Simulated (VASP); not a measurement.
## Si2Ni: relaxation of cell and atoms with PBE+D3(BJ)

The system is Si2Ni.

```
CELL_PARAMETERS angstrom
0.00000 2.69500 2.69500
2.69500 0.00000 2.69500
2.69500 2.69500 0.00000
ATOMIC_POSITIONS crystal
Ni 0.00000 0.00000 0.00000
Si 0.25000 0.25000 0.25000
Si 0.75000 0.75000 0.75000
```

The cell was built by a generator and needn't be a form met in nature.

```yaml
Program: VASP 6.6.1
Task: relaxation of cell and atoms
Functional: PBE
Dispersion: D3(BJ)
Potentials_or_basis: VASP PAW PBE potentials, release 64 (Ni, Si)
Cutoff: 600 eV
k_mesh: 14 × 14 × 14
Occupations: methfessel-paxton, width 0.1 eV
Spin: no spin polarisation
Further_INCAR_settings: ALGO = Normal; EDIFF = 1e-06; IBRION = 2; EDIFFG = -0.005; NSW = 60; ISIF = 3
```

* Relaxed volume: 12.98 Å³/atom
* Relaxed cell: a = 3.805 Å, b = 3.805 Å, c = 3.805 Å, α = 60.00°, β = 60.00°, γ = 60.00°
* Space group after relaxing (to 0.05 Å): Fm-3m (No. 225)
* Energy gained by relaxing: 0.2 meV/atom
* Ionic steps: 3
* Pressure after relaxing: 0.0 GPa
* Band gap on the k mesh: none (metal or under the smearing width)
* Dispersion energy per atom: -0.451 eV

Step by step:
```
step  energy change (eV)  largest force (eV/Å)  pressure (GPa)  volume (Å³)
   1              0.0000                0.0000           -0.96        39.15
   2              0.0002                0.0000            1.02        38.71
   3             -0.0005                0.0000            0.01        38.95
```

Final structure:
```
Ni Si
1.0
     0.00000    2.69053    2.69053
     2.69053    0.00000    2.69053
     2.69053    2.69053    0.00000
Ni Si
1 2
Direct
  0.00000 0.00000 0.00000
  0.25000 0.25000 0.25000
  0.75000 0.75000 0.75000
```

Levels at points of the mesh, in eV from the Fermi level:
```csv
k point,band 5,band 6,band 7,band 8,band 9,band 10,band 11,band 12,band 13
"(0.00, 0.00, 0.00)",-3.65,-3.65,-0.26,1.65,1.65,1.65,2.19,2.19,2.19
"(0.50, 0.00, 0.00)",-3.84,-3.46,-3.46,-1.55,-1.55,1.74,1.74,1.74,2.63
"(0.50, 0.50, 0.00)",-4.66,-3.73,-3.73,-3.57,-3.24,-0.47,1.32,7.66,8.35
```

It took 56 s on 1 thread of Intel(R) Xeon(R) 6975P-C (Granite Rapids), with other jobs on the host, peak memory 0.23 GiB.

Caveat: pairwise dispersion overbinds metals, which lowers pressure and volume. Spin polarisation is off, so any magnetic state and its effect on volume and gap are missing.
